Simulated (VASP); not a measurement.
Data:

```xyz
1
Lattice="0.0000 2.4882 2.4882 2.4882 0.0000 2.4882 2.4882 2.4882 0.0000" Properties=species:S:1:pos:R:3 pbc="T T T"
Pb     0.0000     0.0000     0.0000
```

Calculation: PBE GGA, VASP's PBE PAW potentials (set 64) (plane waves; VASP). Numerical set-up: 520 eV cut-off, 13×13×13 Γ-centred mesh, first-order Methfessel-Paxton smearing of 0.10 eV, potentials Pb_d.

**Question.** Give the stress tensor in GPa (positive for a compressed cell).

**Answer.** 
```
1.54  0.00  0.00
0.00  1.54  0.00
0.00  0.00  1.54
```
The pressure is its mean diagonal, 1.54 GPa.

The compound is Pb in the fcc structure. This cell is one point of a volume scan, at 0.97 of the reference volume.
